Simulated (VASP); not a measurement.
Data:

```
CELL_PARAMETERS angstrom
      3.18095     0.00000     0.00000
      0.00000     3.18095     0.00000
      0.00000     0.00000     3.18095
ATOMIC_POSITIONS crystal
  Nb 0.00000 0.00000 0.00000
  As 0.50000 0.50000 0.50000
```

Method: PBEsol GGA, VASP's PBE PAW potentials (set 64) (plane waves; VASP). Numerical set-up: 400 eV cut-off, 13×13×13 Γ-centred mesh, tetrahedra with Blöchl corrections, potentials Nb_sv As.

Problem. Estimate the energy per atom (σ→0), band gap (on the k-mesh) with the smallest direct gap where there is one.

Solution. 
```
Quantity                                                     Value
------------------------  ----------------------------------------
band gap (on the k-mesh)  none (metal, semimetal or under 0.01 eV)
energy per atom (σ→0)                               -8.533 eV/atom
```

The absolute energy has meaning only against runs of the same code, potentials and settings.

The structure was generated: NbAs was put into the CsCl type type (Pm-3m), which need not be its known phase. It was relaxed first, which changed the volume by -35 %.
